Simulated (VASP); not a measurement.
Computed with vdW-DF2, VASP's PBE PAW potentials (set 64) (plane waves; VASP).

VASP ran on this input.

File KPOINTS:
```
Automatic mesh
0
Gamma
16 16 16
0 0 0
```

**INCAR**
```
AGGAC  =  0.0
ALGO  =  Normal
EDIFF  =  1E-6
EDIFFG  =  -0.01
ENCUT  =  520
GGA  =  ML
IBRION  =  2
ISIF  =  3
ISMEAR  =  1
ISPIN  =  2
LASPH  =  .TRUE.
LCHARG  =  .FALSE.
LMAXMIX  =  4
LORBIT  =  10
LREAL  =  .FALSE.
LUSE_VDW  =  .TRUE.
LWAVE  =  .FALSE.
MAGMOM  =  0.8
NELM  =  100
NSW  =  60
PREC  =  Accurate
SIGMA  =  0.1
SYSTEM  =  Ni
ZAB_VDW  =  -1.8867
```

**POSCAR**
```
Ni
1.0
  0.0000000000   1.7600000000   1.7600000000
  1.7600000000   0.0000000000   1.7600000000
  1.7600000000   1.7600000000   0.0000000000
Ni
1
Direct
  0.0000000000   0.0000000000   0.0000000000
```

POTCAR, in this order: Ni (PBE.64 set). Program: vasp_std.

Output of the run:

### OSZICAR
```
       N       E                     dE             d eps       ncg     rms          rms(c)
DAV:   1     0.260558360008E+02    0.26056E+02   -0.48685E+03  5356   0.143E+03
DAV:   2    -0.240703577902E+01   -0.28463E+02   -0.27361E+02  5278   0.164E+02
DAV:   3    -0.287090499085E+01   -0.46387E+00   -0.46263E+00  6084   0.276E+01
DAV:   4    -0.287539842659E+01   -0.44934E-02   -0.44925E-02  6072   0.238E+00
DAV:   5    -0.287552186856E+01   -0.12344E-03   -0.12344E-03  6094   0.338E-01    0.880E+00
DAV:   6    -0.237970533152E+01    0.49582E+00   -0.13344E+01  5496   0.599E+01    0.529E+00
DAV:   7    -0.210089050306E+01    0.27881E+00   -0.23865E+00  5510   0.239E+01    0.174E+00
DAV:   8    -0.208605664788E+01    0.14834E-01   -0.16994E-02  6382   0.165E+00    0.832E-01
DAV:   9    -0.208397156163E+01    0.20851E-02   -0.15020E-03  6539   0.439E-01    0.225E-01
DAV:  10    -0.208359581911E+01    0.37574E-03   -0.43911E-04  5476   0.229E-01    0.287E-02
DAV:  11    -0.208361492548E+01   -0.19106E-04   -0.28107E-05  5856   0.630E-02    0.339E-02
DAV:  12    -0.208361580996E+01   -0.88448E-06   -0.21778E-06  5546   0.208E-02
   1 F= -.20836158E+01 E0= -.20836969E+01  d E =-.208362E+01  mag=     0.5707
       N       E                     dE             d eps       ncg     rms          rms(c)
DAV:   1    -0.537276311554E+01   -0.32891E+01   -0.53027E+01  5406   0.132E+02    0.160E+01
DAV:   2    -0.353652748548E+01    0.18362E+01   -0.58014E+01  5501   0.986E+01    0.921E+00
DAV:   3    -0.217944086283E+01    0.13571E+01   -0.11311E+01  5416   0.550E+01    0.345E+00
DAV:   4    -0.213397174733E+01    0.45469E-01   -0.54403E-02  6204   0.273E+00    0.218E+00
DAV:   5    -0.209877921445E+01    0.35193E-01   -0.53333E-02  6680   0.161E+00    0.636E-01
DAV:   6    -0.209927629256E+01   -0.49708E-03   -0.19321E-03  6461   0.406E-01    0.134E-01
DAV:   7    -0.209942096143E+01   -0.14467E-03   -0.76021E-05  5653   0.107E-01    0.103E-01
DAV:   8    -0.209940152383E+01    0.19438E-04   -0.18195E-04  5912   0.188E-01    0.368E-02
DAV:   9    -0.209940551611E+01   -0.39923E-05   -0.80463E-06  5974   0.357E-02    0.967E-03
DAV:  10    -0.209940606777E+01   -0.55166E-06   -0.58294E-07  2702   0.110E-02
   2 F= -.20994061E+01 E0= -.20995229E+01  d E =-.157903E-01  mag=     0.5921
       N       E                     dE             d eps       ncg     rms          rms(c)
DAV:   1    -0.273908843812E+01   -0.63968E+00   -0.96137E+00  5446   0.502E+01    0.675E+00
DAV:   2    -0.239244228423E+01    0.34665E+00   -0.10844E+01  5462   0.519E+01    0.446E+00
DAV:   3    -0.213047311129E+01    0.26197E+00   -0.21043E+00  5407   0.220E+01    0.102E+00
DAV:   4    -0.211921076259E+01    0.11262E-01   -0.75739E-03  6108   0.715E-01    0.543E-01
DAV:   5    -0.211632730777E+01    0.28835E-02   -0.33443E-03  6718   0.404E-01    0.227E-01
DAV:   6    -0.211629742366E+01    0.29884E-04   -0.48485E-04  6676   0.170E-01    0.726E-02
DAV:   7    -0.211628453176E+01    0.12892E-04   -0.42075E-05  5859   0.999E-02    0.121E-02
DAV:   8    -0.211628315585E+01    0.13759E-05   -0.48831E-07  2970   0.913E-03    0.530E-03
DAV:   9    -0.211628272022E+01    0.43563E-06   -0.35360E-07  2631   0.856E-03
   3 F= -.21162827E+01 E0= -.21163869E+01  d E =-.326669E-01  mag=     0.5800
```

OUTCAR:
```
------------------------ aborting loop because EDIFF is reached ----------------------------------------
  FORCE on cell =-STRESS in cart. coord.  units (eV):
  Direction    XX          YY          ZZ          XY          YZ          ZX
  --------------------------------------------------------------------------------------
  Total       -0.0020400     -0.0020400     -0.0020400      0.0000000      0.0000000      0.0000000
  in kB       -0.2783896     -0.2783896     -0.2783896      0.0000000      0.0000000      0.0000000
  external PRESSURE =      -0.2783896 kB  Pullay stress =       0.0000000 kB
  volume of cell :       11.74
      direct lattice vectors                 reciprocal lattice vectors
     0.000000000  1.803934360  1.803934360    -0.277171948  0.277171948  0.277171948
     1.803934360  0.000000000  1.803934360     0.277171948 -0.277171948  0.277171948
     1.803934360  1.803934360  0.000000000     0.277171948  0.277171948 -0.277171948
 POSITION                                       TOTAL-FORCE (eV/Angst)
 -----------------------------------------------------------------------------------
      0.00000      0.00000      0.00000         0.000000     -0.000000      0.000000
 -----------------------------------------------------------------------------------
    total drift:                               -0.000000     -0.000000     -0.000000
  FREE ENERGIE OF THE ION-ELECTRON SYSTEM (eV)
  ---------------------------------------------------
  free  energy   TOTEN  =        -2.1162827202 eV

  energy  without entropy=       -2.1165953983  energy(sigma->0) =       -2.11638695

 total charge

# of ion       s       p       d       tot
------------------------------------------
    1        0.470   0.416   8.355   9.241

 magnetization (x)

# of ion       s       p       d       tot
------------------------------------------
    1       -0.005  -0.020   0.622   0.597

 reached required accuracy - stopping structural energy minimisation
```
(Selected blocks of OUTCAR.)

**CONTCAR**
```
Ni
   1.00000000000000
     0.0000000000000000    1.8039343604164602    1.8039343604164602
     1.8039343604164602    0.0000000000000000    1.8039343604164602
     1.8039343604164602    1.8039343604164602    0.0000000000000000
  Ni
     1
Direct
     0.0000000000000000    0.0000000000000000    0.0000000000000000
```

### OUTCAR
```
 val. band max:        8.4123054995   @ k =  -0.4375   0.2500   0.1250

 cond. band min:       8.4137186478   @ k =  -0.3125   0.0625   0.0000


 Fermi energy:         8.4124372803

 spin component 1

 k-point     1 :       0.0000    0.0000    0.0000
  band No.  band energies     occupation
      1       0.0965      1.00000
      2       6.2317      1.00000
      3       6.2317      1.00000
      4       6.2317      1.00000
      5       7.2808      1.00000
      6       7.2808      1.00000
      7      31.9691      0.00000
      8      34.8160      0.00000
      9      34.8160      0.00000

 k-point     2 :       0.0625    0.0000    0.0000
  band No.  band energies     occupation
      1       0.2413      1.00000
      2       6.1982      1.00000
      3       6.2622      1.00000
      4       6.2622      1.00000
      5       7.2684      1.00000
      6       7.2684      1.00000
      7      31.2861      0.00000
      8      33.2922      0.00000
      9      34.4562      0.00000

 k-point     3 :       0.1250    0.0000    0.0000
  band No.  band energies     occupation
      1       0.6684      1.00000
      2       6.1110      1.00000
      3       6.3394      1.00000
      4       6.3394      1.00000
      5       7.2449      1.00000
      6       7.2449      1.00000
      7      28.5587      0.00000
      8      32.6941      0.00000
      9      33.7825      0.00000

 k-point     4 :       0.1875    0.0000    0.0000
  band No.  band energies     occupation
      1       1.3501      1.00000
      2       6.0107      1.00000
      3       6.4175      1.00000
      4       6.4175      1.00000
      5       7.2531      1.00000
      6       7.2531      1.00000
      7      25.3658      0.00000
      8      32.4129      0.00000
      9      33.1385      0.00000

 k-point     5 :       0.2500    0.0000    0.0000
  band No.  band energies     occupation
      1       2.2190      1.00000
...
```

Energy and stress use the plane-wave basis of the starting cell.

The compound is Ni in the fcc structure. This run relaxes it. Symmetry was kept, so distortions that lower it aren't found.
